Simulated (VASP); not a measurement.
An input for Quantum ESPRESSO's pw.x (written as the equivalent of a VASP run, and not itself run):

```
&CONTROL
  calculation = 'scf'
  pseudo_dir = './pseudo'
  outdir = './out'
  tprnfor = .true.
  tstress = .true.
/
&SYSTEM
  ibrav = 0
  nat = 2
  ntyp = 2
  ecutwfc = 84
  occupations = 'smearing'
  smearing = 'gaussian'
  degauss = 0.000735
  input_dft = 'pbe'
/
&ELECTRONS
  conv_thr = 7.3e-10
  electron_maxstep = 100
/
ATOMIC_SPECIES
  Al 26.982 Al.upf
  As 74.922 As.upf
CELL_PARAMETERS angstrom
     0.0000000    2.7917520    2.7917520
     2.7917520    0.0000000    2.7917520
     2.7917520    2.7917520    0.0000000
ATOMIC_POSITIONS crystal
  Al   0.0000000  0.0000000  0.0000000
  As   0.2500000  0.2500000  0.2500000
K_POINTS automatic
  4 4 4 0 0 0
```

### Question
Write the VASP files for the same calculation (PBE).

### Answer
One answer among several that fit: 
### INCAR
```
! general
SYSTEM=AlAs
PREC  =Normal
ENCUT =350
LREAL =.FALSE.
LASPH =.TRUE.

! electronic loop
EDIFF =1E-8
NELM  =100
ALGO  =Normal

! smearing
ISMEAR=0
SIGMA =0.01

! functional
GGA   =PE

! output
LWAVE =.TRUE.
LCHARG=.FALSE.
```

### KPOINTS
```
Automatic mesh
0
Gamma
4 4 4
0 0 0
```

POSCAR:
```
AlAs
3.9481340
  0.0000000000   0.7071066990   0.7071066990
  0.7071066990   0.0000000000   0.7071066990
  0.7071066990   0.7071066990   0.0000000000
Al As
1 1
Cartesian
  0.0000000000   0.0000000000   0.0000000000
  0.3535533495   0.3535533495   0.3535533495
```

POTCAR, in this order: Al_GW As_GW (PBE.64 set). Program: vasp_std.

The two are equivalent in intent, not identical: the potentials are each code's own (VASP's PAW set, PseudoDojo norm-conserving files in pw.x), so ENCUT and ecutwfc are chosen apart and not converted; conv_thr bounds pw.x's estimated SCF error, while EDIFF bounds the energy change between steps.

The compound is AlAs in the zinc blende structure. This cell is one point of a volume scan, at 0.96 of the reference volume. The k-mesh is coarse (spacing up to 0.49 per Å, 2π included), so the numbers may not be converged in it.
